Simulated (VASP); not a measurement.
Method: MS2 meta-GGA, VASP's PBE PAW potentials (set 64) (plane waves; VASP).

VASP input:

File KPOINTS:
```
Automatic mesh
0
Gamma
9 9 9
0 0 0
```

**INCAR**
```
SYSTEM = Ni3Si
PREC = Accurate
ENCUT = 520
EDIFF = 1E-7
NELM = 100
ALGO = Normal
LREAL = .FALSE.
LASPH = .TRUE.
ISMEAR = 1
SIGMA = 0.1
METAGGA = MS2
LMIXTAU = .TRUE.
LMAXMIX = 4
LWAVE = .FALSE.
LCHARG = .FALSE.
ISIF = 2
```

POSCAR:
```
Ni3Si
1
    3.4519538888     0.0000000000     0.0000000000
    0.0000000000     3.4519538888     0.0000000000
    0.0000000000     0.0000000000     3.4519538888
Si Ni
1 3
Direct
  0.0000000000   0.0000000000   0.0000000000
  0.0000000000   0.5000000000   0.5000000000
  0.5000000000   0.0000000000   0.5000000000
  0.5000000000   0.5000000000   0.0000000000
```

POTCAR, in this order: Si Ni (PBE.64 set). Program: vasp_std.

The resulting files:

OSZICAR:
```
       N       E                     dE             d eps       ncg     rms          rms(c)
DAV:   1     0.183769536453E+03    0.18377E+03   -0.15739E+04  1478   0.216E+03
DAV:   2    -0.380961514270E+02   -0.22187E+03   -0.21391E+03  1470   0.377E+02
DAV:   3    -0.498213380374E+02   -0.11725E+02   -0.11336E+02  1603   0.116E+02
DAV:   4    -0.501077972782E+02   -0.28646E+00   -0.28420E+00  1758   0.161E+01
DAV:   5    -0.501166774252E+02   -0.88801E-02   -0.88761E-02  1726   0.266E+00    0.279E+01
DAV:   6    -0.463801091870E+02    0.37366E+01   -0.16260E+02  1654   0.215E+02    0.307E+01
DAV:   7    -0.345570979408E+02    0.11823E+02   -0.41945E+01  1585   0.113E+02    0.428E+00
DAV:   8    -0.347864814650E+02   -0.22938E+00   -0.30094E+00  1989   0.213E+01    0.322E+00
DAV:   9    -0.347412020168E+02    0.45279E-01   -0.22919E-01  1847   0.760E+00    0.121E+00
DAV:  10    -0.347502097977E+02   -0.90078E-02   -0.96039E-02  1796   0.509E+00    0.565E-01
DAV:  11    -0.347508380411E+02   -0.62824E-03   -0.27595E-02  1625   0.289E+00    0.173E-01
DAV:  12    -0.347506039931E+02    0.23405E-03   -0.81487E-04  1795   0.435E-01    0.136E-01
DAV:  13    -0.347501128199E+02    0.49117E-03   -0.13994E-04  1699   0.121E-01    0.497E-02
DAV:  14    -0.347502245529E+02   -0.11173E-03   -0.18576E-04  1713   0.193E-01    0.419E-02
DAV:  15    -0.347501403861E+02    0.84167E-04   -0.73843E-05  1680   0.149E-01    0.171E-02
DAV:  16    -0.347500968513E+02    0.43535E-04   -0.32532E-05  1710   0.950E-02    0.512E-03
DAV:  17    -0.347500886472E+02    0.82040E-05   -0.14794E-06  1642   0.191E-02    0.283E-03
DAV:  18    -0.347500848646E+02    0.37827E-05   -0.48971E-07  1540   0.986E-03    0.217E-03
DAV:  19    -0.347500876434E+02   -0.27789E-05   -0.59389E-07  1420   0.139E-02    0.433E-04
DAV:  20    -0.347500855697E+02    0.20737E-05   -0.12306E-08   805   0.191E-03    0.241E-04
DAV:  21    -0.347500861397E+02   -0.57002E-06   -0.37697E-09   800   0.100E-03    0.155E-04
DAV:  22    -0.347500857349E+02    0.40486E-06   -0.99270E-10   810   0.476E-04    0.672E-05
DAV:  23    -0.347500856605E+02    0.74399E-07   -0.41128E-10   795   0.225E-04
   1 F= -.34750086E+02 E0= -.34749529E+02  d E =-.166960E-02
```

OUTCAR:
```
------------------------ aborting loop because EDIFF is reached ----------------------------------------
  FORCE on cell =-STRESS in cart. coord.  units (eV):
  Direction    XX          YY          ZZ          XY          YZ          ZX
  --------------------------------------------------------------------------------------
  Total        0.0065794      0.0065794      0.0065794     -0.0000000      0.0000000     -0.0000000
  in kB        0.2562712      0.2562712      0.2562712     -0.0000000      0.0000000     -0.0000000
  external PRESSURE =       0.2562712 kB  Pullay stress =       0.0000000 kB
  volume of cell :       41.13
      direct lattice vectors                 reciprocal lattice vectors
     3.451953889  0.000000000  0.000000000     0.289691008  0.000000000  0.000000000
     0.000000000  3.451953889  0.000000000     0.000000000  0.289691008  0.000000000
     0.000000000  0.000000000  3.451953889     0.000000000  0.000000000  0.289691008
 POSITION                                       TOTAL-FORCE (eV/Angst)
 -----------------------------------------------------------------------------------
      0.00000      0.00000      0.00000         0.000000      0.000000      0.000000
      0.00000      1.72598      1.72598         0.000000      0.000000      0.000000
      1.72598      0.00000      1.72598         0.000000      0.000000      0.000000
      1.72598      1.72598      0.00000         0.000000      0.000000      0.000000
 -----------------------------------------------------------------------------------
    total drift:                                0.000000      0.000000      0.000000
  FREE ENERGIE OF THE ION-ELECTRON SYSTEM (eV)
  ---------------------------------------------------
  free  energy   TOTEN  =       -34.7500856605 eV

  energy  without entropy=      -34.7484160564  energy(sigma->0) =      -34.74952913
```
(Selected blocks of OUTCAR.)

**OUTCAR**
```
 val. band max:       11.2544676754   @ k =   0.1111   0.1111   0.1111

 cond. band min:      11.2875950263   @ k =   0.1111   0.1111   0.0000


 Fermi energy:        11.2780213762

 k-point     1 :       0.0000    0.0000    0.0000
  band No.  band energies     occupation
      1      -1.2176      2.00000
      2       5.8499      2.00000
      3       6.7563      2.00000
      4       6.7563      2.00000
      5       7.4455      2.00000
      6       7.4455      2.00000
      7       7.4455      2.00000
      8       9.5342      2.00000
      9       9.5342      2.00000
     10       9.5342      2.00000
     11      10.2878      2.00000
     12      10.2878      2.00000
     13      10.2878      2.00000
     14      10.3099      2.00000
     15      10.3099      2.00000
     16      10.8117      2.00000
     17      11.3666     -0.01766
     18      11.3666     -0.01766
     19      11.3666     -0.01769
     20      16.4324      0.00000
     21      17.7172      0.00000

 k-point     2 :       0.1111    0.0000    0.0000
  band No.  band energies     occupation
      1      -1.0658      2.00000
      2       5.8827      2.00000
      3       6.5607      2.00000
      4       6.8647      2.00000
      5       7.4306      2.00000
      6       7.4306      2.00000
      7       7.4919      2.00000
      8       9.2855      2.00000
      9       9.2855      2.00000
     10       9.4825      2.00000
     11       9.8118      2.00000
     12      10.3115      2.00000
     13      10.3315      2.00000
     14      10.4002      2.00000
     15      10.4002      2.00000
     16      10.7474      2.00000
     17      11.3667     -0.01824
     18      11.6402     -0.00000
     19      11.6402     -0.00000
     20      16.7128      0.00000
     21      17.6748      0.00000

 k-point     3 :       0.2222    0.0000    0.0000
  band No.  band energies     occupation
      1      -0.6214      2.00000
      2       5.4900      2.00000
      3       6.3752      2.00000
...
```

The compound is Ni3Si in the L1_2 structure. It was relaxed first. The run is not spin-polarised, so no magnetic state was tried.
